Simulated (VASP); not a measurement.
# Al2W3 (P-3m1) in VASP: notebook

Runs on Al2W3. Level: PBE. Tasks: relaxation of cell and atoms.

All numbers are computed with VASP 6.6.1; they aren't measurements. Logs are shortened: lines on timing, memory, paths and dates and some standing lists are left out, and cuts for length are marked.

**1. The crystal as given**

It takes space group P-3m1 (No. 164, trigonal). Conventional cell: a = 4.472 Å, b = 4.472 Å, c = 4.912 Å, α = 90.00°, β = 90.00°, γ = 120.00°. Al (site symmetry 3m) is surrounded by 3 Al at 2.60 Å and 6 W at 2.64 to 2.91 Å. W (site symmetry 2/m) has 4 W at 2.24 Å as nearest neighbours.

The cell was built by a generator and needn't be a form met in nature.

**2. Relaxation of cell and atoms, PBE**

The input, INCAR:

```
PREC = Normal
ENCUT = 520
EDIFF = 1E-4
ISMEAR = 0
SIGMA = 0.15
LREAL = F
LASPH = T
NELM = 60
ALGO = Fast
ISIF = 3
LWAVE = F
LCHARG = F
GGA = PE
IBRION = 2
NSW = 24
EDIFFG = -0.08
```

The input, KPOINTS:

```
Automatic mesh
0
Gamma
  5 5 4
```

The input, POSCAR:

```
Al2W3
1.0
    4.4722070100      0.0000000000      0.0000000000
   -2.2361035100      3.8730448800      0.0000000000
    0.0000000000      0.0000000000      4.9119704600
Al W
2 3
Direct
    0.3333333300      0.6666666700      0.5301298100
    0.6666666700      0.3333333300      0.4698701900
    0.5000000000      0.0000000000      0.0000000000
    0.0000000000      0.5000000000      0.0000000000
    0.5000000000      0.5000000000      0.0000000000
```

Potentials or basis: VASP PAW PBE potentials, release 64 (Al, W_sv).

Command:

```sh
cat potpaw_PBE.64/Al/POTCAR potpaw_PBE.64/W_sv/POTCAR > POTCAR
mpirun -np 1 vasp_std > vasp.out
```

OUTCAR:

```text
PREC = Normal
   ENCUT = 520
   EDIFF = 1E-4
   ISMEAR = 0
   LREAL = F
   LASPH = T
   NELM = 60
   ISIF = 3
   GGA = PE
   IBRION = 2
   NSW = 24
   EDIFFG = -0.08

 ion  position               nearest neighbor table
   1  0.333  0.667  0.530-   2 2.60   2 2.60   2 2.60   4 2.64   3 2.64   5 2.64   4 2.91   3 2.91
                             5 2.91
   2  0.667  0.333  0.470-   1 2.60   1 2.60   1 2.60   4 2.64   3 2.64   5 2.64   4 2.91   3 2.91
                             5 2.91
   3  0.500  0.000  0.000-   4 2.24   4 2.24   5 2.24   5 2.24   1 2.64   2 2.64   1 2.91   2 2.91

   4  0.000  0.500  0.000-   3 2.24   3 2.24   5 2.24   5 2.24   1 2.64   2 2.64   1 2.91   2 2.91

   5  0.500  0.500  0.000-   4 2.24   4 2.24   3 2.24   3 2.24   1 2.64   2 2.64   1 2.91   2 2.91

  LATTYP: Found a hexagonal cell.
 ALAT       =     4.4722070100
 C/A-ratio  =     1.0983325345

  Lattice vectors:

 A1 = (   4.4722070100,   0.0000000000,   0.0000000000)
 A2 = (  -2.2361035100,   3.8730448800,   0.0000000000)
 A3 = (   0.0000000000,   0.0000000000,   4.9119704600)

Analysis of symmetry for initial positions (statically):
=====================================================================
 Subroutine PRICEL returns:
 Original cell was already a primitive cell.

 Routine SETGRP: Setting up the symmetry group for a
 hexagonal supercell.

 Subroutine GETGRP returns: Found 12 space group operations
 (whereof 12 operations were pure point group operations)
 out of a pool of 24 trial point group operations.

The static configuration has the point symmetry D_3d.

Analysis of symmetry for dynamics (positions and initial velocities):
=====================================================================
 Subroutine PRICEL returns:
 Original cell was already a primitive cell.

 Routine SETGRP: Setting up the symmetry group for a
 hexagonal supercell.

 Subroutine GETGRP returns: Found 12 space group operations
 (whereof 12 operations were pure point group operations)
 out of a pool of 24 trial point group operations.

The dynamic configuration has the point symmetry D_3d.

 Subroutine INISYM returns: Found 12 space group operations
 (whereof 12 operations are pure point group operations),
 and found     1 'primitive' translations

----------------------------------------------------------------------------------------

                                     Primitive cell

  volume of cell :      85.0805

  direct lattice vectors                    reciprocal lattice vectors
     4.472207010  0.000000000  0.000000000     0.223603245  0.129097394  0.000000000
    -2.236103510  3.873044880  0.000000000     0.000000000  0.258194788  0.000000000
     0.000000000  0.000000000  4.911970460     0.000000000  0.000000000  0.203584286

  length of vectors
     4.472207010  4.472207011  4.911970460     0.258194788  0.258194788  0.203584286

  position of ions in fractional coordinates (direct lattice)
     0.333333330  0.666666670  0.530129810
     0.666666670  0.333333330  0.469870190
     0.500000000  0.000000000  0.000000000
     0.000000000  0.500000000  0.000000000
     0.500000000  0.500000000  0.000000000

  ion indices of the primitive-cell ions
   primitive index   ion index
                 1           1
                 2           2
                 3           3
                 4           4
                 5           5

----------------------------------------------------------------------------------------

 KPOINTS: Automatic mesh

Automatic generation of k-mesh.
 Grid dimensions read from file:
 generate k-points for:    5    5    4

 Generating k-lattice:

  Cartesian coordinates                     Fractional coordinates (reciprocal lattice)
     0.044720649  0.025819479  0.000000000     0.200000000  0.000000000  0.000000000
     0.000000000  0.051638958  0.000000000     0.000000000  0.200000000  0.000000000
     0.000000000  0.000000000  0.050896072     0.000000000  0.000000000  0.250000000

  Length of vectors
     0.051638958  0.051638958  0.050896072

  Shift w.r.t. Gamma in fractional coordinates (k-lattice)
     0.000000000  0.000000000  0.000000000

 Subroutine IBZKPT returns following result:
 ===========================================

 Found     17 irreducible k-points:

 Following reciprocal coordinates:
            Coordinates               Weight
  0.000000  0.000000  0.000000      1.000000
  0.200000  0.000000  0.000000      6.000000
  0.400000  0.000000  0.000000      6.000000
  0.200000  0.200000  0.000000      6.000000
  0.400000  0.200000  0.000000      6.000000
  0.000000  0.000000  0.250000      2.000000
[... 9 lines left out ...]
  0.200000  0.200000  0.500000      6.000000
  0.400000  0.200000  0.500000      6.000000
   k-points           NKPTS =     17   k-points in BZ     NKDIM =     17   number of bands    NBANDS=     28
   number of dos      NEDOS =    301   number of ions     NIONS =      5
   total plane-waves  NPLWV =  21952
   dimension x,y,z NGX =    28 NGY =   28 NGZ =   28
   dimension x,y,z NGXF=    56 NGYF=   56 NGZF=   56
   ions per type =               2   3
   NGX,Y,Z   is equivalent  to a cutoff of  10.41, 10.41,  9.48 a.u.
   NGXF,Y,Z  is equivalent  to a cutoff of  20.82, 20.82, 18.95 a.u.
 SYSTEM =  unknown system
   PREC   = normal    normal or accurate (medium, high low for compatibility)
   ISTART =      0    job   : 0-new  1-cont  2-samecut
   ICHARG =      2    charge: 1-file 2-atom 10-const
   ISPIN  =      1    spin polarized calculation?
   LNONCOLLINEAR =      F non collinear calculations
   LSORBIT =      F    spin-orbit coupling
   LASPH  =      T    aspherical Exc in radial PAW
   ENCUT  =  520.0 eV  38.22 Ry    6.18 a.u.   8.32  8.32  9.13*2*pi/ulx,y,z
   NELM   =     60;   NELMIN=  2; NELMDL= -5     # of ELM steps
   EDIFF  = 0.1E-03   stopping-criterion for ELM
   LREAL  =      F    real-space projection
   EDIFFG = -.8E-01   stopping-criterion for IOM
   NSW    =     24    number of steps for IOM
   IBRION =      2    ionic relax: 0-MD 1-quasi-New 2-CG
   NFREE  =      1    steps in history (QN), initial steepest desc. (CG)
   ISIF   =      3    stress and relaxation
   ISYM   =      2    0-nonsym 1-usesym 2-fastsym
   POTIM  = 0.5000    time-step for ionic-motion
   TEBEG  =    0.0;   TEEND  =   0.0 temperature during run
   PSTRESS=    0.0 pullay stress
   NELECT =      48.0000    total number of electrons
   NUPDOWN=      -1.0000    fix difference up-down
   EMIN   =  10.00;   EMAX   =-10.00  energy-range for DOS
   EFERMI =   0.00;   METHOD = LEGACY
   ISMEAR =     0;   SIGMA  =   0.15  broadening in eV -4-tet -1-fermi 0-gaus
   EFERMI_NEDOS =   21; number of points for ismear=-14 and -15
   IALGO  =     68    algorithm
   IMIX   =      4    mixing-type and parameters
     AMIX     =   0.40;   BMIX     =  1.00
     AMIX_MAG =   1.60;   BMIX_MAG =  1.00
  volume/ion in A,a.u.               =      17.02       114.83
  Fermi-wavevector in a.u.,A,eV,Ry     =   1.352732  2.556293 24.897092  1.829885
  Thomas-Fermi vector in A             =   2.480046
   LORBIT       =      0    0 simple, 1 ext, 2 COOP (PROOUT), +10 PAW based schemes
   GGA     = PE    functional components
   LHFCALC =     F    Hartree Fock is set to
   AEXX    =    0.0000 exact exchange contribution
   IVDW    =     0    specifies the selected vdW correction
   LEPSILON=     F    determine dielectric tensor
   LRPA    =     F    only Hartree local field effects (RPA)
 conjugate gradient relaxation of ions
 non-spin polarized calculation
 RMM-DIIS sequential band-by-band and
 Gauss-broadening in eV      SIGMA  =   0.15
  energy-cutoff  :      520.00
  volume of cell :       85.08
 maximum number of plane-waves:      2306
   NGX = 17   NGY = 17   NGZ = 19

--------------------------------------- Ionic step        1  -------------------------------------------

 number of electron      48.0000002 magnetization

 Free energy of the ion-electron system (eV)
  ---------------------------------------------------
  ext. energy  EPLUGINS =         0.00000000
  ---------------------------------------------------
  free energy    TOTEN  =       -34.83794941 eV

  energy without entropy =      -34.81082152  energy(sigma->0) =      -34.82438547

------------------------ aborting loop because EDIFF is reached ----------------------------------------

  FORCE on cell =-STRESS in cart. coord.  units (eV):
  Direction    XX          YY          ZZ          XY          YZ          ZX
  --------------------------------------------------------------------------------------
  -------------------------------------------------------------------------------------
  Total       53.6531756     53.6531755      2.6824907     -0.0000001      0.0000000      0.0000000
  in kB     1010.3592926   1010.3592918     50.5147998     -0.0000013      0.0000000      0.0000000
  external PRESSURE =     690.4111281 kB  Pullay stress =       0.0000000 kB
[... 561 lines left out ...]
     27       1.8398      0.00000
     28       2.1919      0.00000

------------------------ aborting loop EDIFF was not reached (unconverged)  ----------------------------

  FORCE on cell =-STRESS in cart. coord.  units (eV):
  Direction    XX          YY          ZZ          XY          YZ          ZX
  --------------------------------------------------------------------------------------
  -------------------------------------------------------------------------------------
  Total      -28.8156510    -28.8156510    -19.7870829      0.0000001     -0.0000000      0.0000000
  in kB     -229.6435355   -229.6435352   -157.6912378      0.0000005     -0.0000000      0.0000000
  external PRESSURE =    -205.6594362 kB  Pullay stress =       0.0000000 kB
[... 593 lines left out ...]
  FREE ENERGIE OF THE ION-ELECTRON SYSTEM (eV)
  ---------------------------------------------------
  free  energy   TOTEN  =       -40.9018249362 eV

  energy  without entropy=      -40.8438096122  energy(sigma->0) =      -40.87281727

[... ionic steps 4 to 8 ...]

--------------------------------------- Ionic step        9  -------------------------------------------

 number of electron      47.9999985 magnetization

------------------------ aborting loop because EDIFF is reached ----------------------------------------
[... 73 lines left out ...]
--------------------------------------- Ionic step       11  -------------------------------------------

 number of electron      47.9999977 magnetization

 Free energy of the ion-electron system (eV)
  ---------------------------------------------------
  ext. energy  EPLUGINS =         0.00000000
  ---------------------------------------------------
  free energy    TOTEN  =       -41.52623818 eV

  energy without entropy =      -41.47620482  energy(sigma->0) =      -41.50122150

 E-fermi :   5.8283     XC(G=0): -10.3484

 val. band max:        5.7718558669   @ k =   0.2000   0.0000   0.5000
 cond. band min:       5.8775196317   @ k =   0.4000   0.0000   0.5000
 fundamental gap:      0.1056637647
 Fermi energy:         5.8283301331
[... 557 lines left out ...]
  FREE ENERGIE OF THE ION-ELECTRON SYSTEM (eV)
  ---------------------------------------------------
  free  energy   TOTEN  =       -41.5262381848 eV

  energy  without entropy=      -41.4762048193  energy(sigma->0) =      -41.50122150

 reached required accuracy - stopping structural energy minimisation
```

Wall time 3.8 min (1 thread of Intel Xeon Platinum 8259CL at 2.50GHz (Skylake/Cascade Lake), shared host); peak memory 0.18 GiB.

What came out:

```
Free energy                            : -41.5262 eV
Relaxed volume                         : 21.83 Å³/atom
Relaxed cell                           : a = 5.182 Å, b = 5.182 Å, c = 4.693 Å, α = 90.00°, β = 90.00°, γ = 120.00°
Space group after relaxing (to 0.05 Å) : P6/mmm (No. 191)
Energy gained by relaxing              : 1337.7 meV/atom
Ionic steps                            : 11
Pressure after relaxing                : 0.0 GPa
Largest force after relaxing           : 0.033 eV/Å
Band gap on the k mesh                 : none (metal or under the smearing width)
```

Forces in eV/Å, atoms in the order of the input:
```
Al   0.000  0.000 -0.033
Al   0.000  0.000  0.033
W    0.000  0.000  0.000
W    0.000  0.000  0.000
W    0.000  0.000  0.000
```

The path:
| step | energy change (eV) | largest force (eV/Å) | pressure (GPa) | volume (Å³) |
| --- | --- | --- | --- | --- |
| 1 | 0.0000 | 1.8936 | 69.04 | 85.08 |
| 2 | 4.5276 | 0.0081 | -20.57 | 201.04 |
| 3 | -6.0639 | 0.8466 | -10.78 | 121.74 |
| 4 | -6.2745 | 0.9547 | -7.13 | 116.99 |
| 5 | -6.3246 | 1.0506 | -3.20 | 113.11 |
| 6 | -6.3250 | 1.0353 | -3.88 | 113.71 |
| 7 | -6.6048 | 1.0052 | 1.67 | 107.63 |
| 8 | -6.6078 | 1.0190 | 1.21 | 108.02 |
| 9 | -6.6743 | 0.3219 | -0.11 | 109.08 |
| 10 | -6.6787 | 0.1074 | -0.15 | 109.41 |
| 11 | -6.6883 | 0.0326 | -0.05 | 109.13 |

Final structure:
```yaml
crystal:
  lattice:
    - [5.18163, 0.00000, 0.00000]
    - [-2.59082, 4.48742, 0.00000]
    - [0.00000, 0.00000, 4.69349]
  atoms:
    - { symbol: Al, position: [0.33333, 0.66667, 0.50056] }
    - { symbol: Al, position: [0.66667, 0.33333, 0.49944] }
    - { symbol: W, position: [0.50000, 0.00000, 0.00000] }
    - { symbol: W, position: [0.00000, 0.50000, 0.00000] }
    - { symbol: W, position: [0.50000, 0.50000, 0.00000] }
```

Levels at points of the mesh, in eV from the Fermi level:
| k point | band 22 | band 23 | band 24 | band 25 | band 26 | band 27 |
| --- | --- | --- | --- | --- | --- | --- |
| (0.00, 0.00, 0.00) | -1.48 | -1.48 | -0.84 | 1.70 | 1.70 | 3.01 |
| (0.00, 0.00, 0.50) | -0.08 | -0.08 | 0.20 | 0.20 | 1.11 | 2.92 |

Caveat: the volume moved by over 15 % at a fixed basis, so the end points are rough; the relaxation stopped at a loose force limit of 0.08 eV/Å, so its end isn't a converged minimum.

[end of part 1 of 3]
